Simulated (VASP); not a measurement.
Here is a VASP 6.6.1 calculation.

The input INCAR:

```
PREC     = Accurate       # precision mode
ENCUT    = 520            # plane-wave cutoff, eV
EDIFF    = 1E-7           # SCF threshold, eV
ISMEAR   = -1             # smearing method
SIGMA    = 0.05           # smearing width, eV
LREAL    = F              # projectors in reciprocal space
LASPH    = T              # aspherical terms in the spheres
NELM     = 120            # most SCF steps
ALGO     = Normal         # electronic algorithm
ISIF     = 2              # what is computed and relaxed
LWAVE    = F              # write WAVECAR
LCHARG   = F              # write CHGCAR
ISPIN    = 2              # spin polarisation
MAGMOM   = 0 3 3 3        # initial moments
LORBIT   = 11             # projections on sites
LMAXMIX  = 6              # l up to which the mixer works
GGA      = PE             # functional
NBANDS   = 38             # bands
```

File KPOINTS:

```
regular mesh
0
Gamma
  8 8 8
```

The input POSCAR:

```
Nd3Hf
1.0
   -2.5042410000      2.5042410000      4.9639420000
    2.5042410000     -2.5042410000      4.9639420000
    2.5042410000      2.5042410000     -4.9639420000
Hf Nd
1 3
Direct
    0.0000000000      0.0000000000      0.0000000000
    0.5000000000      0.5000000000      0.0000000000
    0.2500000000      0.7500000000      0.5000000000
    0.7500000000      0.2500000000      0.5000000000
```

Potentials or basis: VASP PAW PBE potentials, release 64 (Hf_pv, Nd).

Run with:

```bash
$ cat potpaw_PBE.64/Hf_pv/POTCAR potpaw_PBE.64/Nd/POTCAR > POTCAR
$ mpirun -np 1 vasp_std > vasp.out
```

Q: Predict the pressure.

A: -1.7 GPa.

Q: Estimate the band gap on the k mesh.

A: None (metal or under the smearing width).

Q: Estimate the site moments.

A: Hf +0.10; Nd +3.22, +3.23 μB.

Stress tensor (GPa, compression positive):
```
-1.59  0.00  0.00
 0.00 -1.59  0.00
 0.00  0.00 -1.78
```

Caveat: the magnetic or orbital state may not be the lowest; without U or exact exchange the open f shell lies at the Fermi level, which spoils levels, moments and volumes. The state reached can hang on the start; a lower one may exist.
